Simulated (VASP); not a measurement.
These are PBEsol GGA, VASP's PBE PAW potentials (set 64) (plane waves; VASP) values and carry that method's errors.

A VASP calculation is set up with these files.

POSCAR:
```
Ba
1
   -2.4479624500     2.4479624500     2.4479624500
    2.4479624500    -2.4479624500     2.4479624500
    2.4479624500     2.4479624500    -2.4479624500
Ba
1
Direct
  0.0000000000   0.0000000000   0.0000000000
```

**KPOINTS**
```
Automatic mesh
0
Gamma
10 10 10
0 0 0
```

INCAR:
```
SYSTEM = Ba
PREC = Accurate
ENCUT = 520
EDIFF = 1E-6
NELM = 100
ALGO = Normal
LREAL = .FALSE.
LASPH = .TRUE.
ISMEAR = 1
SIGMA = 0.1
GGA = PS
LMAXMIX = 4
LWAVE = .FALSE.
LCHARG = .FALSE.
IBRION = 2
ISIF = 3
NSW = 60
EDIFFG = -0.01
```

POTCAR, in this order: Ba_sv (PBE.64 set). Program: vasp_std.

Output

### OUTCAR
```
 ion  position               nearest neighbor table
   1  0.000  0.000  0.000-
  LATTYP: Found a body centered cubic cell.
 ALAT       =     4.8959249000
 Subroutine PRICEL returns:
 Original cell was already a primitive cell.
 Subroutine GETGRP returns: Found 48 space group operations
The static configuration has the point symmetry O_h .
The dynamic configuration has the point symmetry O_h .
 Subroutine INISYM returns: Found 48 space group operations
 Subroutine IBZKPT returns following result:
 Found     47 irreducible k-points:

 Following reciprocal coordinates:
            Coordinates               Weight
  0.000000  0.000000  0.000000      1.000000
  0.100000  0.000000  0.000000     12.000000
  0.200000  0.000000  0.000000     12.000000
  0.300000  0.000000  0.000000     12.000000
  0.400000  0.000000  0.000000     12.000000
  0.500000  0.000000  0.000000      6.000000
  0.100000  0.100000  0.000000     24.000000
  0.200000  0.100000  0.000000     48.000000
  0.300000  0.100000  0.000000     48.000000
  0.400000  0.100000  0.000000     48.000000
...
```

### OSZICAR
```
       N       E                     dE             d eps       ncg     rms          rms(c)
DAV:   1     0.553849041410E+02    0.55385E+02   -0.43870E+03   846   0.910E+02
DAV:   2     0.314925607428E-01   -0.55353E+02   -0.54297E+02  1064   0.151E+02
DAV:   3    -0.211005328561E+01   -0.21415E+01   -0.21369E+01  1094   0.334E+01
DAV:   4    -0.214908542302E+01   -0.39032E-01   -0.38846E-01  1230   0.404E+00
DAV:   5    -0.215006278877E+01   -0.97737E-03   -0.97702E-03  1224   0.402E-01    0.174E+00
DAV:   6    -0.214804487159E+01    0.20179E-02   -0.32477E-03  1238   0.644E-01    0.103E+00
DAV:   7    -0.214695592715E+01    0.10889E-02   -0.62803E-03  1055   0.892E-01    0.440E-02
DAV:   8    -0.214705929258E+01   -0.10337E-03   -0.26741E-04  1272   0.116E-01    0.144E-02
DAV:   9    -0.214706190674E+01   -0.26142E-05   -0.46987E-06  1188   0.212E-02    0.425E-03
DAV:  10    -0.214706185830E+01    0.48433E-07   -0.27015E-07   663   0.432E-03
   1 F= -.21470619E+01 E0= -.21467783E+01  d E =-.214706E+01
```

**OUTCAR**
```
------------------------ aborting loop because EDIFF is reached ----------------------------------------
  FORCE on cell =-STRESS in cart. coord.  units (eV):
  Direction    XX          YY          ZZ          XY          YZ          ZX
  --------------------------------------------------------------------------------------
  Total        0.0007632      0.0007632      0.0007632      0.0000000     -0.0000000     -0.0000000
  in kB        0.0208380      0.0208380      0.0208380      0.0000000     -0.0000000     -0.0000000
  external PRESSURE =       0.0208380 kB  Pullay stress =       0.0000000 kB
  volume of cell :       58.68
      direct lattice vectors                 reciprocal lattice vectors
    -2.447962450  2.447962450  2.447962450     0.000000000  0.204251499  0.204251499
     2.447962450 -2.447962450  2.447962450     0.204251499  0.000000000  0.204251499
     2.447962450  2.447962450 -2.447962450     0.204251499  0.204251499  0.000000000
 POSITION                                       TOTAL-FORCE (eV/Angst)
 -----------------------------------------------------------------------------------
      0.00000      0.00000      0.00000        -0.000000      0.000000     -0.000000
 -----------------------------------------------------------------------------------
    total drift:                                0.000000      0.000000     -0.000000
  FREE ENERGIE OF THE ION-ELECTRON SYSTEM (eV)
  ---------------------------------------------------
  free  energy   TOTEN  =        -2.1470618583 eV

  energy  without entropy=       -2.1462113237  energy(sigma->0) =       -2.14677835

 reached required accuracy - stopping structural energy minimisation
```
(Selected blocks of OUTCAR.)

The compound is Ba in the bcc structure. It was relaxed first, which changed the volume by -7 %. The start is the result of an earlier pass.
